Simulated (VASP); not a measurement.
# Sound and unsound inputs on Ti, part 3 of 3

Which changes to a sound input spoil a run on Ti, which are harmless, and which give a warning? All runs use r2SCAN. This is not the structure that Ti takes at ambient conditions. The start is a cell from a database of measured crystal structures.

VASP 6.6.1; r2SCAN; plane waves and PAW (Ti_sv).

Still holding for the runs below: The k-mesh is coarse for a metal.

So far. Step 2 (Reference run): The pressure is 4.56 GPa and the largest force 0.000 eV/Å, so the cell is not at a minimum at these settings. Step 3 (Self-consistent run (r2SCAN) with a changed input): Against the reference run the energy at zero smearing moves by -0.26 meV an atom and the pressure by -0.06 GPa.

The starting crystal is not the ambient structure of Ti (hexagonal, No. 194); it is a model or a phase of other conditions.

## (9) Relaxing cell and atoms (r2SCAN)

The start need not lie at this functional's minimum. ISIF = 3 frees volume, shape and positions, and EDIFFG sets the threshold on forces and stress at which the search stops.

Input file INCAR:

```
SYSTEM = Ti
PREC = Accurate
ENCUT = 400
EDIFF = 1E-06
NELM = 100
ISMEAR = -1
SIGMA = 0.05
LREAL = .FALSE.
ALGO = Normal
METAGGA = R2SCAN
LASPH = .TRUE.
NBANDS = 12
LORBIT = 11
LWAVE = .FALSE.
LCHARG = .FALSE.
KPAR = 2
IBRION = 2
NSW = 60
ISIF = 3
EDIFFG = -0.01
```

Input file POSCAR:

```
Ti
1.0
    0.0000000000      2.0300000000      2.0300000000
    2.0300000000      0.0000000000      2.0300000000
    2.0300000000      2.0300000000      0.0000000000
Ti
1
Direct
    0.0000000000      0.0000000000      0.0000000000
```

Input file KPOINTS:

```
Automatic mesh
0
Gamma
9 9 9
0 0 0
```

The projector-augmented-wave data sets are Ti_sv (PBE family, release 64).

Started as:

```bash
$ mpirun -np 2 vasp_std
```

The program printed:

```text
[... set-up lines as in an earlier step ...]
 entering main loop
       N       E                     dE             d eps       ncg     rms          rms(c)
[... 4 cycles as in an earlier step ...]
DAV:   5    -0.171684536692E+02   -0.15899E-02   -0.15899E-02  1008   0.986E-01    0.105E+01
DAV:   6    -0.128275250955E+02    0.43409E+01   -0.49054E+00   968   0.359E+01    0.173E+00
DAV:   7    -0.128491226808E+02   -0.21598E-01   -0.11495E-01   916   0.315E+00    0.111E+00
[... 1 cycle as in an earlier step ...]
DAV:   9    -0.128703339780E+02   -0.13652E-02   -0.34478E-02   916   0.287E+00    0.485E-01
DAV:  10    -0.128667016270E+02    0.36324E-02   -0.96290E-03   904   0.156E+00    0.188E-02
DAV:  11    -0.128667288848E+02   -0.27258E-04   -0.82728E-05   984   0.941E-02    0.872E-03
DAV:  12    -0.128667310888E+02   -0.22041E-05   -0.10413E-05   996   0.383E-02    0.233E-03
DAV:  13    -0.128667318848E+02   -0.79595E-06   -0.41855E-07   580   0.845E-03
   1 F= -.12866732E+02 E0= -.12860077E+02  d E =-.128667E+02
 curvature:   0.00 expect dE= 0.000E+00 dE for cont linesearch  0.000E+00
 trial: gam= 0.00000 g(F)=  0.469E-63 g(S)=  0.329E-01 ort = 0.000E+00 (trialstep = 0.100E+01)
 search vector abs. value=  0.329E-01
 bond charge predicted
       N       E                     dE             d eps       ncg     rms          rms(c)
DAV:   1    -0.137114681547E+02   -0.84474E+00   -0.15730E+01   992   0.617E+01    0.785E+00
DAV:   2    -0.128579068224E+02    0.85356E+00   -0.24965E+00   924   0.224E+01    0.151E+00
DAV:   3    -0.128412032472E+02    0.16704E-01   -0.17748E-01  1204   0.305E+00    0.462E-01
DAV:   4    -0.128550817025E+02   -0.13878E-01   -0.23033E-02  1044   0.894E-01    0.269E-01
DAV:   5    -0.128685669143E+02   -0.13485E-01   -0.27837E-02  1092   0.652E-01    0.289E-01
DAV:   6    -0.128694500061E+02   -0.88309E-03   -0.31145E-03  1024   0.443E-01    0.411E-02
DAV:   7    -0.128695558871E+02   -0.10588E-03   -0.30920E-04   984   0.123E-01    0.298E-03
DAV:   8    -0.128695559020E+02   -0.14859E-07   -0.23630E-05   924   0.443E-02    0.194E-03
DAV:   9    -0.128695567195E+02   -0.81755E-06   -0.39666E-07   688   0.647E-03
   2 F= -.12869557E+02 E0= -.12863191E+02  d E =-.282483E-02
 trial-energy change:   -0.002825  1 .order   -0.003622   -0.032868    0.025623
 step:   0.5416(harm=  0.5619)  dis= 0.00000  next Energy=   -12.875506 (dE=-0.877E-02)
 bond charge predicted
       N       E                     dE             d eps       ncg     rms          rms(c)
DAV:   1    -0.130414589751E+02   -0.17190E+00   -0.31593E+00   948   0.265E+01    0.346E+00
DAV:   2    -0.128758110267E+02    0.16565E+00   -0.37561E-01   936   0.942E+00    0.820E-01
DAV:   3    -0.128699418452E+02    0.58692E-02   -0.45326E-02  1224   0.182E+00    0.269E-01
DAV:   4    -0.128726549695E+02   -0.27131E-02   -0.49570E-03  1080   0.499E-01    0.104E-01
DAV:   5    -0.128748636263E+02   -0.22087E-02   -0.42486E-03  1028   0.290E-01    0.135E-01
DAV:   6    -0.128754295795E+02   -0.56595E-03   -0.11752E-03  1240   0.273E-01    0.801E-03
DAV:   7    -0.128754084959E+02    0.21084E-04   -0.84358E-05  1020   0.937E-02    0.830E-03
DAV:   8    -0.128754074070E+02    0.10890E-05   -0.16517E-05   924   0.535E-02    0.593E-03
DAV:   9    -0.128754067368E+02    0.67019E-06   -0.10301E-06   776   0.148E-02
   3 F= -.12875407E+02 E0= -.12868929E+02  d E =-.867485E-02
 curvature:  -0.28 expect dE=-0.196E-05 dE for cont linesearch -0.196E-05
 trial: gam= 0.00000 g(F)=  0.188E-61 g(S)=  0.699E-05 ort =-0.479E-03 (trialstep = 0.908E+00)
 search vector abs. value=  0.699E-05
 reached required accuracy - stopping structural energy minimisation
```

Wall time 50 s (2 MPI ranks of AMD EPYC 7R43, shared host); peak memory 0.19 GiB.

Parts of OUTCAR (step 9):

```text
   NELECT =      12.0000    total number of electrons

 E-fermi :   8.2235

 k-point     1 :       0.0000    0.0000    0.0000
  band No.  band energies     occupation
      1     -50.8096      2.00000
      2     -25.6225      2.00000
      3     -25.6225      2.00000
      4     -25.6225      2.00000
      5       1.8011      2.00000
      6       9.2316      0.00000
      7       9.2316      0.00000
      8       9.2316      0.00000
      9      11.0340      0.00000
     10      11.0340      0.00000
    ...

  Total       -0.0069514     -0.0069514     -0.0069514      0.0000000     -0.0000000      0.0000000
  in kB       -0.6414206     -0.6414206     -0.6414206      0.0000000     -0.0000000      0.0000000
  external PRESSURE =      -0.6414206 kB  Pullay stress =       0.0000000 kB

 POSITION                                       TOTAL-FORCE (eV/Angst)
 -----------------------------------------------------------------------------------
      0.00000      0.00000      0.00000         0.000000     -0.000000      0.000000
 -----------------------------------------------------------------------------------
    total drift:                               -0.000000     -0.000000     -0.000000

  FREE ENERGIE OF THE ION-ELECTRON SYSTEM (eV)
  ---------------------------------------------------
  free  energy   TOTEN  =       -12.8754067368 eV

  energy  without entropy=      -12.8624506376  energy(sigma->0) =      -12.86892869

[... 8 parts as in an earlier step ...]

[... 10 further parts left out ...]
```

The run keeps the 48 symmetry operations of its start, so it cannot find a distortion of lower symmetry.

Step by step:

```csv
step,energy less that of the first step (eV),largest force (eV/Å),pressure (GPa),volume (Å³)
1,0.0000,0.0000,4.56,16.73
2,-0.0028,0.0000,-3.32,17.91
3,-0.0087,0.0000,-0.06,17.36
```

```
conventional cell, symmetrised  before  after  change
                         a (Å)   4.060  4.111  +1.2 %
                         b (Å)   4.060  4.111  +1.2 %
                         c (Å)   4.060  4.111  +1.2 %
              volume (Å³/atom)   16.73  17.36  +3.8 %
```

The relaxed structure:

```cif
data_structure
_symmetry_space_group_name_H-M 'P 1'
_symmetry_Int_Tables_number 1
_cell_length_a 2.9066
_cell_length_b 2.9066
_cell_length_c 2.9066
_cell_angle_alpha 60.000
_cell_angle_beta 60.000
_cell_angle_gamma 60.000
_cell_volume 17.36
loop_
_atom_site_label
_atom_site_type_symbol
_atom_site_fract_x
_atom_site_fract_y
_atom_site_fract_z
_atom_site_occupancy
Ti1 Ti 0.00000 0.00000 0.00000 1
```

This step gave:

```yaml
free_energy_toten: -12.88 eV
energy_at_zero_smearing: -12.87 eV
fermi_energy: 8.223 eV
pressure: -0.06414 GPa
scf_cycles_over_all_ionic_steps: 31
```

It ends with forces that vanish by symmetry and a pressure of -0.06 GPa.

## (10) The runs together

```
                                           changed           job                                ended  energy (meV/atom)  pressure (GPa)  volume (%)
                                     PREC = Normal  single point                            converged              -0.26           -0.06           -
                                       ENCUT = 120  single point                            converged           +4495.21         -659.69           -
                        k = 2×2×2, ALGO = VeryFast  single point                            converged            -216.19           -5.96           -
k = 4×4×4, shifted = True, IBRION = 2, POTIM = 0.1    relaxation                            converged                  -               -        +0.4
                                NELM = 3, NSW = 30    relaxation                              crashed                  -               -           -
                                     NELECT = 11.0  single point  converged, with a warning or advice                  -               -           -
```

## (11) Outcome

```yaml
prec_normal_single_point: converged, -0.26 meV/atom
encut_120_single_point: converged, +4495.21 meV/atom
k_2x2x2_algo_veryfast_single_point: converged, -216.19 meV/atom
k_4x4x4_shifted_true_ibrion_2_potim_0p1_relaxation: converged, volume +0.4 %
nelm_3_nsw_30_relaxation: crashed
nelect_11p0_single_point: converged, with a warning or advice
```

What this shows: Changes that show themselves, by a stop, a warning or no convergence: NELM = 3, NSW = 30; NELECT = 11.0 (where several settings stand together, the step names the one at fault, if it is known). Changes that converge quietly and move the result by over 10 meV an atom or 1 % in volume: ENCUT = 120; k = 2×2×2, ALGO = VeryFast. Changes with no effect beyond 1 meV an atom and 0.1 GPa here: PREC = Normal. Differences of single points are from the reference run, and of volumes from the sound relaxation. The k-sampling is coarse for a metal, so the Fermi level, pressures and the shape of the cell carry errors.

[Lines on the potential files, build, host, timing and source positions are cut from VASP's logs without a mark.]

[Logs are printed without paths, hosts, clocks, repeated set-up lines and the standing remarks that a program may print on its own settings, such as how far it seeks lower states.]

[Hosts, paths, dates, database ids (printed as entryN), source tags and the programs' standing remarks are cut or masked in the printed files.]

[A measured line is paired with the nearest computed mode of its activity, which favours agreement.]

[In band tables of VASP the shares of atoms and orbitals are scaled to a sum of 1 inside the atoms' spheres.]
